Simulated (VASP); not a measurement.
Given:

```
CELL_PARAMETERS angstrom
      0.00000     2.85920     2.85920
      2.85920     0.00000     2.85920
      2.85920     2.85920     0.00000
ATOMIC_POSITIONS crystal
  Li 0.25000 0.25000 0.25000
  Li 0.75000 0.75000 0.75000
  S  0.00000 0.00000 0.00000
```

Method: r2SCAN+rVV10, VASP's PBE PAW potentials (set 64) (plane waves; VASP). Numerical set-up: 520 eV cut-off, 7×7×7 Γ-centred mesh, Gaussian smearing of 0.050 eV, potentials Li_sv S.

Predict the energy per atom (σ→0), pressure.

```json
{
  "energy per atom (σ→0)": "-5.686 eV/atom",
  "pressure": "-1.22 GPa"
}
```

Total energies compare only between runs with the same potentials, cut-off and functional.

The compound is Li2S in the antifluorite structure. This cell is one point of a volume scan, at 1.03 of the reference volume.
